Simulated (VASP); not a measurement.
Output of a VASP run:

### OSZICAR
```
       N       E                     dE             d eps       ncg     rms          rms(c)
DAV:   1     0.109522751692E+03    0.10952E+03   -0.11287E+04  2280   0.184E+03
DAV:   2    -0.567722814987E+01   -0.11520E+03   -0.10525E+03  3300   0.300E+02
DAV:   3    -0.139608420950E+02   -0.82836E+01   -0.81774E+01  3016   0.747E+01
DAV:   4    -0.142094205052E+02   -0.24858E+00   -0.24843E+00  3068   0.121E+01
DAV:   5    -0.142141823658E+02   -0.47619E-02   -0.47614E-02  3004   0.150E+00    0.174E+01
DAV:   6    -0.121242383418E+02    0.20899E+01   -0.10038E+01  2788   0.236E+01    0.215E+01
DAV:   7    -0.120406958968E+02    0.83542E-01   -0.68448E-01  2916   0.729E+00    0.118E+01
DAV:   8    -0.120311377584E+02    0.95581E-02   -0.15012E-01  2568   0.442E+00    0.165E+00
DAV:   9    -0.120314074271E+02   -0.26967E-03   -0.16347E-02  3428   0.113E+00    0.239E-01
DAV:  10    -0.120319981309E+02   -0.59070E-03   -0.13150E-03  2536   0.359E-01    0.755E-02
DAV:  11    -0.120322138288E+02   -0.21570E-03   -0.21393E-04  2568   0.134E-01    0.762E-02
DAV:  12    -0.120322186005E+02   -0.47717E-05   -0.10902E-05  3360   0.289E-02    0.168E-02
DAV:  13    -0.120322195776E+02   -0.97706E-06   -0.25499E-06  2508   0.156E-02
   1 F= -.12032220E+02 E0= -.12032220E+02  d E =-.483395E-14
```

OUTCAR:
```
------------------------ aborting loop because EDIFF is reached ----------------------------------------
  FORCE on cell =-STRESS in cart. coord.  units (eV):
  Direction    XX          YY          ZZ          XY          YZ          ZX
  --------------------------------------------------------------------------------------
  Total        0.7264216      0.4710781      0.7746725      0.0000000      0.0000000      0.0000000
  in kB       34.7185547     22.5146827     37.0246557      0.0000000      0.0000000      0.0000000
  external PRESSURE =      31.4192977 kB  Pullay stress =       0.0000000 kB
  volume of cell :       33.52
      direct lattice vectors                 reciprocal lattice vectors
     0.000000000  2.573923000  2.549579000    -0.195761068  0.194256005  0.196110809
     2.554134000  0.000000000  2.549579000     0.195761068 -0.194256005  0.196110809
     2.554134000  2.573923000  0.000000000     0.195761068  0.194256005 -0.196110809
  FREE ENERGIE OF THE ION-ELECTRON SYSTEM (eV)
  ---------------------------------------------------
  free  energy   TOTEN  =       -12.0322195776 eV

  energy  without entropy=      -12.0322195776  energy(sigma->0) =      -12.03221958
```
(Selected blocks of OUTCAR.)

File POSCAR:
```
SrO
1
    0.0000000000     2.5739230000     2.5495790000
    2.5541340000     0.0000000000     2.5495790000
    2.5541340000     2.5739230000     0.0000000000
Sr O
1 1
Direct
  0.0000000000   0.0000000000   0.0000000000
  0.4960160000   0.5039840000   0.5039840000
```

Q: Write an INCAR and KPOINTS that could have produced this output.

A: One answer among several that fit: the input of the run itself, PBE GGA, plane waves, VASP's PBE PAW potentials (set 64).

INCAR:
```
! general
SYSTEM =SrO
PREC   =Accurate
ENCUT  =800
LREAL  =.False.
LASPH  =.True.

! electronic loop
EDIFF  =1E-6
NELM   =100
ALGO   =Normal
LMAXMIX=4

! smearing
ISMEAR =0
SIGMA  =0.05

! functional
GGA    =PE

! ions
ISIF   =2

! output
LWAVE  =.False.
LCHARG =.False.
```

File KPOINTS:
```
Automatic mesh
0
Gamma
8 8 8
0 0 0
```

POTCAR, in this order: Sr_sv O_h (PBE.64 set). Program: vasp_std.

The compound is SrO in the rock salt structure. The cell was not relaxed at this level, atoms are displaced from their ideal sites. The run is one of a series of settings (ENCUT = 800, POTCAR Sr_sv O_h (PBE.64 set) against the base run), some of them coarse on purpose.
